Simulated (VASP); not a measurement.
Input of a VASP 6.6.1 run:

The input INCAR:

```
ALGO = Fast
EDIFF = 1E-7
EDIFFG = -0.15
ENCUT = 520
GGA = PE
IBRION = 2
ISIF = 3
ISMEAR = 0
LASPH = True
LCHARG = False
LREAL = False
LWAVE = False
NELM = 80
NSW = 80
PREC = Accurate
SIGMA = 0.1
```

The input KPOINTS:

```
k-points
0
Gamma
  15 15 8
```

POSCAR

```
Hf                                      
1.0
    3.1967000000      0.0000000000      0.0000000000
   -1.5983500000      2.7684234100      0.0000000000
    0.0000000000      0.0000000000      5.0578000000
  Hf            
     2
Direct
     0.3333333300000021    0.6666666699999979    0.2500000000000000
     0.6666666699999979    0.3333333300000021    0.7500000000000000
```

Potentials or basis: VASP PAW PBE potentials, release 64 (Hf_pv).

The run is started by

```sh
$ cat potpaw_PBE.64/Hf_pv/POTCAR > POTCAR
$ mpirun -np 1 vasp_std > vasp.out
```

(1) What does it give for the band gap on the k mesh?

Answers

(1) none (metal or under the smearing width).

Caveat: the relaxation stopped at its first step, so nothing moved.
